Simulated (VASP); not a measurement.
Consider the following.

```yaml
crystal:
  lattice:
    - [2.72340, -2.73283, 0.00000]
    - [2.72340, 2.73283, 0.00000]
    - [0.00000, 0.00000, 7.50450]
  atoms:
    - { symbol: W, position: [0.55370, 0.44630, 0.75000] }
    - { symbol: W, position: [0.44630, 0.55370, 0.25000] }
    - { symbol: O, position: [0.50000, 0.50000, 0.50000] }
    - { symbol: O, position: [0.50000, 0.50000, 0.00000] }
    - { symbol: O, position: [0.48173, 0.01752, 0.25000] }
    - { symbol: O, position: [0.51827, 0.98248, 0.75000] }
    - { symbol: O, position: [0.01752, 0.48173, 0.75000] }
    - { symbol: O, position: [0.98248, 0.51827, 0.25000] }
```

Level of theory: PBEsol GGA, VASP's PBE PAW potentials (set 64) (plane waves; VASP). Run with 520 eV cut-off, 7×7×4 Γ-centred mesh, tetrahedra with Blöchl corrections, potentials W_sv O.

The cores are frozen, which limits the accuracy of field gradients.

### Question
Give the principal components of the electric field gradient (V/Å²) and the asymmetry η at each nucleus.

### Answer

```
atom    Vxx    Vyy    Vzz     η
----  -----  -----  -----  ----
W1     91.1    0.0  -91.1  1.00
W2     91.1    0.0  -91.1  1.00
O3    -27.2  -22.5   49.7  0.10
O4    -27.2  -22.5   49.7  0.10
O5    -17.9   -7.9   25.8  0.39
O6    -17.9   -7.9   25.8  0.39
O7    -17.9   -7.9   25.8  0.39
O8    -17.9   -7.9   25.8  0.39
```

The structure comes from a computed database's WO3 entry (Cmcm); how it stands against other phases isn't given here. It was relaxed first.
